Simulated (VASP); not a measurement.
Here is the system:

```
CELL_PARAMETERS angstrom
      3.81767     0.00000     0.00000
      0.00000     3.81767     0.00000
      0.00000     0.00000     3.81767
ATOMIC_POSITIONS crystal
  Tl 0.00000 0.00000 0.00000
  Cl 0.50000 0.50000 0.50000
```

Calculation: rev-vdW-DF2, VASP's PBE PAW potentials (set 64) (plane waves; VASP). Numerical set-up: 520 eV cut-off, 8×8×8 Γ-centred mesh, tetrahedra with Blöchl corrections, potentials Tl_d Cl.

Unless said otherwise, spin-orbit coupling is left out, though it shifts the bands of the heavy elements here.

Q: Tabulate the total density of states (states/eV per cell) against energy (eV; zero at the valence-band maximum or, without a gap, the Fermi level).

A: 
(E (eV), DOS (states/eV)): (-9.94, 3.97); (-9.34, 0.00); (-8.62, 0.00); (-8.02, 0.00); (-7.42, 0.00); (-6.70, 0.00); (-6.10, 0.00); (-5.50, 0.09); (-4.78, 1.39); (-4.18, 0.66); (-3.58, 0.30); (-2.86, 0.66); (-2.26, 3.03); (-1.66, 2.98); (-0.94, 1.43); (-0.34, 0.61); (0.26, 0.00); (0.98, 0.00); (1.58, 0.00); (2.18, 0.01); (2.90, 0.53); (3.50, 1.24); (4.10, 1.75); (4.82, 1.15); (5.42, 1.05)
Within 2 eV below the valence-band maximum the largest weight inside VASP's projection spheres is Cl p.

The compound is TlCl in the CsCl type structure. It was relaxed first.
